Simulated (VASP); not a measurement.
```
CELL_PARAMETERS angstrom
      2.85323     0.00000     0.00000
     -1.42661     2.47097     0.00000
      0.00000     0.00000    16.92171
ATOMIC_POSITIONS crystal
  V  0.00000 0.00000 0.50000
  O  0.33333 0.66667 0.55891
  O  0.66667 0.33333 0.44109
```
Starting moments (μB, in the order of the record's atoms V O O): 1.0 0.0 0.0.

These are PBEsol GGA, VASP's PBE PAW potentials (set 64) (plane waves; VASP) values and carry that method's errors. Run with 520 eV cut-off, Gaussian smearing of 0.050 eV, potentials V_sv O.

The cell holds a wide vacuum, so values per volume refer to the whole cell. The moments were started parallel, and other spin orders were not tried in this run.

**Question.** Give the spin-up energies of bands 7 to 16 at the high-symmetry points, in eV from the Fermi level.

**Answer.** 
```json
[
 {"band": "7", "Γ": "-6.47", "M": "-7.33", "K": "-6.26"},
 {"band": "8", "Γ": "-6.08", "M": "-5.36", "K": "-6.26"},
 {"band": "9", "Γ": "-6.08", "M": "-5.21", "K": "-5.33"},
 {"band": "10", "Γ": "-2.94", "M": "-4.47", "K": "-4.03"},
 {"band": "11", "Γ": "-2.29", "M": "-3.41", "K": "-4.03"},
 {"band": "12", "Γ": "-2.29", "M": "-3.06", "K": "-3.59"},
 {"band": "13", "Γ": "-0.70", "M": "-0.40", "K": "-0.26"},
 {"band": "14", "Γ": "-0.70", "M": "0.31", "K": "0.74"},
 {"band": "15", "Γ": "1.16", "M": "0.72", "K": "0.74"},
 {"band": "16", "Γ": "3.89", "M": "3.60", "K": "3.45"}
]
```

**Question.** Give the spin-down energies of bands 7 to 16 at the high-symmetry points, in eV from the Fermi level.

**Answer.** 
```
band      Γ      M      K
----  -----  -----  -----
7     -6.18  -7.09  -6.04
8     -5.87  -5.13  -6.04
9     -5.87  -5.13  -5.21
10    -2.91  -4.24  -3.87
11    -2.30  -3.39  -3.87
12    -2.30  -3.02  -3.53
13     0.34   0.54   0.93
14     0.34   1.32   1.57
15     2.17   1.74   1.57
16     4.29   4.12   3.99
```

It has no gap at this level: it comes out as a metal or semimetal.

The cell is a sheet with vacuum, built from a generated structure.
